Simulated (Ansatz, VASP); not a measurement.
# Cross-check of MgTiF6 between VASP and Ansatz, part 2 of 2

Aim: how closely do two programs agree when they are given the same cell, functional and k mesh? The cell is taken from a series of runs on this material, whose earlier steps may have relaxed, scaled, displaced or heated it; both programs get it as it stands.

VASP 6.6.1 and Ansatz 0.2.0.

So far: The starting structure; Ansatz: G0W0 gap, r2SCAN.

## Step 3: VASP: G0W0 gap, r2SCAN

Level of this step: G0W0 on r2SCAN, no spin polarisation; plane waves and PAW (Mg_sv_GW, Ti_sv_GW, F_GW) (VASP).

The same cell, functional and mesh now go to VASP, with its own data sets.

Lines of VASP's logs that name or quote its potential files are left out, and so is its time.

The run reads the wave functions of an earlier VASP run, which isn't shown here.

INCAR reads:

```
SYSTEM = MgTiF6
PREC = Accurate
ENCUT = 520
ISMEAR = 0
SIGMA = 0.01
LREAL = .FALSE.
METAGGA = R2SCAN
LASPH = .TRUE.
NBANDS = 142
ALGO = EVGW0
NELMGW = 1
ENCUTGW = 60
NOMEGA = 64
PRECFOCK = Fast
NBANDSGW = 40
LWAVE = .FALSE.
LCHARG = .FALSE.
```

POSCAR reads:

```
MgTiF6
1.0
    2.6082800939      1.5058912144      4.4445075640
   -2.6082800939      1.5058912144      4.4445075640
    0.0000000000     -3.0117824287      4.4445075640
Mg Ti F
1 1 6
Direct
    0.5000000000      0.5000000000      0.5000000000
    0.0000000000      0.0000000000      0.0000000000
    0.6716176500      0.8424555800      0.2422443300
    0.8424555800      0.2422443300      0.6716176500
    0.7577556700      0.3283823500      0.1575444200
    0.1575444200      0.7577556700      0.3283823500
    0.3283823500      0.1575444200      0.7577556700
    0.2422443300      0.6716176500      0.8424555800
```

KPOINTS reads:

```
Automatic mesh
0
Gamma
2 2 2
0 0 0
```

The projector-augmented-wave data sets are Mg_sv_GW, Ti_sv_GW and F_GW (PBE family, release 64).

Run with:

```console
$ export OMP_NUM_THREADS=3
$ mpirun -np 1 vasp_std
```

Numbers of over 12 decimals in the logs are rounded to 6 here.

The log of the run:

```text
[banner, memory and clock lines left out]
running    1 mpi-ranks, on    1 nodes
 distrk:  each k-point on    1 cores,    1 groups
 distr:  one band on    1 cores,    1 groups
 Offloading initialized ...    1 GPUs detected
 POSCAR found type information on POSCAR MgTiF
 POSCAR found :  3 types and       8 ions
|                                                                             |
|               ----> ADVICE to this user running VASP <----                  |
|                                                                             |
|     You enforced a specific xc type in the INCAR file but a different       |
|     [... a line on the potential file left out ...]
|     I HOPE YOU KNOW WHAT YOU ARE DOING!                                     |
|                                                                             |

|                                                                             |
|           W    W    AA    RRRRR   N    N  II  N    N   GGGG   !!!           |
|           W    W   A  A   R    R  NN   N  II  NN   N  G    G  !!!           |
|           W    W  A    A  R    R  N N  N  II  N N  N  G       !!!           |
|           W WW W  AAAAAA  RRRRR   N  N N  II  N  N N  G  GGG   !            |
|           WW  WW  A    A  R   R   N   NN  II  N   NN  G    G                |
|           W    W  A    A  R    R  N    N  II  N    N   GGGG   !!!           |
|                                                                             |
|     The default for ENCUTGWSOFT is different in this version of VASP.       |
|     please manually set ENCUTGWSOFT =60 in the INCAR file.                  |
|                                                                             |

 LDA part: xc-table for (None), standard interpolation
 found WAVECAR, reading the header
 POSCAR, INCAR and KPOINTS ok, starting setup
 FFT: planning ... GRIDC
 FFT: planning ... GRID_SOFT
 FFT: planning ... GRID
 reading WAVECAR
 the WAVECAR file was read successfully
 initial charge from wavefunction
 available memory per node:   1649.92 GB, setting MAXMEM to   1689513

 The Fermi energy was updated, please check that it is located mid-gap
 values below the HOMO (VB) or above the LUMO (CB) will cause erroneous energies
 E-fermi :   0.1313

 calculate exact exchange contribution
 the WAVEDER file was read successfully
energies w=
    0.000    0.000    1.850    0.000    3.697    0.000    5.536    0.000
    7.363    0.000    9.176    0.000   10.971    0.000   12.746    0.000
   14.501    0.000   16.233    0.000   17.942    0.000   19.627    0.000
   21.291    0.000   22.932    0.000   24.553    0.000   26.155    0.000
   27.740    0.000   29.309    0.000   30.866    0.000   32.413    0.000
   33.953    0.000   35.488    0.000   37.022    0.000   38.557    0.000
   40.098    0.000   41.648    0.000   43.210    0.000   44.790    0.000
   46.390    0.000   48.016    0.000   49.673    0.000   51.366    0.000
   53.100    0.000   54.884    0.000   56.722    0.000   58.624    0.000
   60.599    0.000   62.655    0.000   64.805    0.000   67.060    0.000
   69.436    0.000   71.948    0.000   74.616    0.000   77.462    0.000
   80.513    0.000   83.798    0.000   87.355    0.000   91.227    0.000
   95.468    0.000  100.142    0.000  105.329    0.000  111.128    0.000
  117.664    0.000  125.097    0.000  133.636    0.000  143.556    0.000
  155.230    0.000  169.172    0.000  186.117    0.000  207.149    0.000
  233.933    0.000  269.171    0.000  317.560    0.000  388.035    0.000
 responsefunction array rank=     113
 LDA part: xc-table for (None), standard interpolation

 min. memory requirement per mpi rank    220.9 MB, per node    220.9 MB

 allocating  64 responsefunctions rank=   113
 shmem allocating  64 responsefunctions rank=   113
 response function shared by NCSHMEM nodes    1
 Doing            64  frequencies on each core in blocks of            64
NQ=   1    0.0000    0.0000    0.0000,
|.........|.........|.........|.........|.........|.........|.........|.........
 performed        101000 updates of chi_q(r,r)
 total number of BLAS operations         10.39 Gflops
NQ=   2    0.5000    0.0000    0.0000,
|.........|.........|.........|.........|.........|.........|.........|.........
 performed        248000 updates of chi_q(r,r)
 total number of BLAS operations         25.17 Gflops
NQ=   3    0.5000    0.5000    0.0000,
|.........|.........|.........|.........|.........|.........|.........|.........
 performed        395000 updates of chi_q(r,r)
 total number of BLAS operations         39.94 Gflops
NQ=   4    0.5000    0.5000    0.5000,
|.........|.........|.........|.........|.........|.........|.........|.........
 performed        496000 updates of chi_q(r,r)
 total number of BLAS operations         49.43 Gflops
 resolving degeneracies of screened two electron integrals

 calculate QP shifts <psi_nk| G(iteration)W_0 |psi_nk>: iteration 1
 entering main loop
```

Parts of OUTCAR (step 3):

```text
ion  position               nearest neighbor table
   1  0.500  0.500  0.500-   4 1.97   6 1.97   5 1.97   8 1.97   7 1.97   3 1.97
   2  0.000  0.000  0.000-   5 1.87   8 1.87   6 1.87   4 1.87   7 1.87   3 1.87
   3  0.672  0.842  0.242-   2 1.87   1 1.97
   4  0.842  0.242  0.672-   2 1.87   1 1.97
   5  0.758  0.328  0.158-   2 1.87   1 1.97
   6  0.158  0.758  0.328-   2 1.87   1 1.97
   7  0.328  0.158  0.758-   2 1.87   1 1.97
   8  0.242  0.672  0.842-   2 1.87   1 1.97

  LATTYP: Found a trigonal (rhomboedric) cell.
 ALAT       =     5.3688435332
 COS(alpha) =     0.5279620073

 Subroutine GETGRP returns: Found  6 space group operations
 (whereof  6 operations were pure point group operations)

The static configuration has the point symmetry S_6 .

 Found      4 irreducible k-points:

   k-points           NKPTS =      4   k-points in BZ     NKDIM =      8   number of bands    NBANDS=    142

   dimension x,y,z NGX =    40 NGY =   40 NGZ =   40
   dimension x,y,z NGXF=    80 NGYF=   80 NGZF=   80

   ENCUT  =  520.0 eV  38.22 Ry    6.18 a.u.   9.98  9.98  9.98*2*pi/ulx,y,z

   NELECT =      64.0000    total number of electrons

  energy-cutoff  :      520.00
  volume of cell :      104.74
      direct lattice vectors                 reciprocal lattice vectors
     2.608280094  1.505891214  4.444507564     0.191697204  0.110676432  0.074998935
    -2.608280094  1.505891214  4.444507564    -0.191697204  0.110676432  0.074998935
     0.000000000 -3.011782429  4.444507564     0.000000000 -0.221352864  0.074998935

 k-points in reciprocal lattice and weights: Automatic mesh
   0.00000000  0.00000000  0.00000000       0.125
   0.50000000  0.00000000  0.00000000       0.375
   0.50000000  0.50000000  0.00000000       0.375
   0.50000000  0.50000000  0.50000000       0.125

 E-fermi :   0.1313

 QP shifts <psi_nk| G(iteration)W_0 |psi_nk>: iteration 1
 for sc-GW calculations column KS-energies equals QP-energies in previous step
 and V_xc(KS)=  KS-energies - (<T + V_ion + V_H > + <T+V_H+V_ion>^1  + <V_x>^1)
 k-point   1 :       0.0000    0.0000    0.0000
  band No.  KS-energies  QP-energies   sigma(KS)   V_xc(KS)     V^pw_x(r,r')   Z            occupation Imag(sigma)
    ...
     29      -2.8890      -4.5114     -25.7464     -23.6554     -30.6140       0.7759       2.0000       0.3483
     30      -2.7476      -4.4445     -25.5768     -23.3859     -30.5438       0.7745       2.0000       0.3602
     31      -2.5208      -4.1987     -25.8680     -23.7078     -30.8531       0.7768       2.0000       0.3534
     32      -2.5208      -4.1987     -25.8680     -23.7078     -30.8531       0.7768       2.0000       0.3534
     33       2.7921       5.8749     -16.7020     -20.7006     -11.9941       0.7710       0.0000      -0.3326
     34       2.7921       5.8749     -16.7020     -20.7006     -11.9941       0.7710       0.0000      -0.3326
     35       2.7921       5.8749     -16.7020     -20.7006     -11.9941       0.7710       0.0000      -0.3326
     36       5.5502       8.7958     -18.8148     -23.0698     -14.5424       0.7628       0.0000      -0.3302
    ...

 k-point   2 :       0.5000    0.0000    0.0000
  band No.  KS-energies  QP-energies   sigma(KS)   V_xc(KS)     V^pw_x(r,r')   Z            occupation Imag(sigma)
    ...
     29      -2.8832      -4.5561     -25.5676     -23.3958     -30.5321       0.7702       2.0000       0.3689
     30      -2.8166      -4.4860     -25.6064     -23.4420     -30.5618       0.7713       2.0000       0.3649
     31      -2.7610      -4.4616     -25.6307     -23.4325     -30.6137       0.7736       2.0000       0.3612
     32      -2.6636      -4.3565     -25.7120     -23.5284     -30.6950       0.7752       2.0000       0.3577
     33       2.8021       5.8624     -16.7288     -20.7210     -12.0319       0.7666       0.0000      -0.3320
     34       2.8362       5.8904     -16.8292     -20.8124     -12.1906       0.7668       0.0000      -0.3306
     35       2.9005       5.9345     -17.0607     -21.0614     -12.4717       0.7584       0.0000      -0.3318
     36       5.4032       8.6271     -18.4038     -22.5701     -14.1330       0.7738       0.0000      -0.3206
    ...

 k-point   3 :       0.5000    0.5000    0.0000
  band No.  KS-energies  QP-energies   sigma(KS)   V_xc(KS)     V^pw_x(r,r')   Z            occupation Imag(sigma)
    ...
     29      -3.0481      -4.7764     -25.1895     -22.9346     -30.1628       0.7665       2.0000       0.3760
     30      -2.9468      -4.5985     -25.6155     -23.4694     -30.5424       0.7696       2.0000       0.3618
     31      -2.9423      -4.5930     -25.6268     -23.4841     -30.5514       0.7704       2.0000       0.3613
     32      -2.5650      -4.2423     -25.8152     -23.6546     -30.7899       0.7763       2.0000       0.3542
     33       2.7833       5.8804     -16.6482     -20.6520     -11.9109       0.7735       0.0000      -0.3340
     34       2.8809       5.9150     -17.0388     -21.0238     -12.4625       0.7614       0.0000      -0.3290
     35       2.9607       5.9802     -17.2679     -21.2656     -12.7503       0.7553       0.0000      -0.3314
     36       5.1082       8.2566     -17.7994     -21.8345     -13.5320       0.7803       0.0000      -0.3063
    ...

 k-point   4 :       0.5000    0.5000    0.5000
  band No.  KS-energies  QP-energies   sigma(KS)   V_xc(KS)     V^pw_x(r,r')   Z            occupation Imag(sigma)
    ...
     29      -2.8756      -4.5380     -25.5897     -23.4346     -30.5325       0.7714       2.0000       0.3647
     30      -2.8756      -4.5380     -25.5897     -23.4346     -30.5325       0.7714       2.0000       0.3647
     31      -2.7832      -4.4783     -25.5471     -23.3549     -30.5040       0.7732       2.0000       0.3612
     32      -2.7832      -4.4783     -25.5471     -23.3549     -30.5040       0.7732       2.0000       0.3612
     33       2.8485       5.9022     -16.7876     -20.7731     -12.1315       0.7662       0.0000      -0.3326
     34       2.8933       5.9352     -17.0467     -21.0621     -12.4188       0.7576       0.0000      -0.3334
     35       2.8933       5.9352     -17.0467     -21.0621     -12.4188       0.7576       0.0000      -0.3334
     36       5.4345       8.6745     -18.5703     -22.7780     -14.2865       0.7700       0.0000      -0.3236
    ...
```

## Step 4: Differences

Known differences besides the potentials themselves: VASP keeps PBE cores, Ansatz makes them for the functional; fixed occupations in Ansatz, narrow Gaussian smearing in VASP; the cutoff is 500 eV in Ansatz and 520 eV in VASP; Ansatz integrates over frequency by contour deformation, VASP on a grid of NOMEGA points; Ansatz's G0W0 levels solve the quasiparticle equation, VASP's are linearised. Total energies have different zeros and are not compared.

Compared:

```csv
quantity,Ansatz,VASP,difference
G0W0 gap on the mesh (eV),9.68,10.06,-0.38
Kohn-Sham gap under it (eV),5.32,5.30,+0.02
```

## Step 5: Results

```yaml
difference_in_g0w0_gap_on_the_mesh_g0w0_gap_r2scan: -0.38 eV
```

What this shows: The difference in G0W0 gap on the mesh is -0.38 eV (G0W0 gap, r2SCAN). What causes the difference of the G0W0 gap, r2SCAN pair stays open here. Such differences can come from data sets, numerical settings and the points named under the comparisons, not from the functional's error against experiment.

[Lines on the potential files, build, host, timing and source positions are cut from VASP's logs without a mark.]

[Logs are printed without paths, hosts, clocks, repeated set-up lines and the standing remarks that a program may print on its own settings, such as how far it seeks lower states.]

[Hosts, paths, dates, database ids (printed as entryN), source tags and the programs' standing remarks are cut or masked in the printed files.]
